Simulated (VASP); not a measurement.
Data:

```yaml
crystal:
  lattice:
    - [0.00000, 2.73427, 2.73427]
    - [2.73427, 0.00000, 2.73427]
    - [2.73427, 2.73427, 0.00000]
  atoms:
    - { symbol: Si, position: [0.00000, 0.00000, 0.00000] }
    - { symbol: Si, position: [0.25000, 0.25000, 0.25000] }
```

Computed with PBE0 hybrid, VASP's PBE PAW potentials (set 64) (plane waves; VASP 6.6.1). Numerical set-up: 520 eV cut-off, 6×6×6 Γ-centred mesh, Gaussian smearing of 0.050 eV, potentials Si.

**Question.** What does the run give for the energy per atom (σ→0), pressure, band gap (over the mesh, the named points and PBE's band edges) with the smallest direct gap where there is one?

**Answer.** 
The band gap (over the mesh, the named points and PBE's band edges) comes out as 1.84 eV and the smallest direct gap (over the mesh, the named points and PBE's band edges) is 3.98 eV. The energy per atom (σ→0) is -6774 meV/atom and the pressure is -1.98 GPa.

The compound is Si in the diamond structure. It was relaxed first.
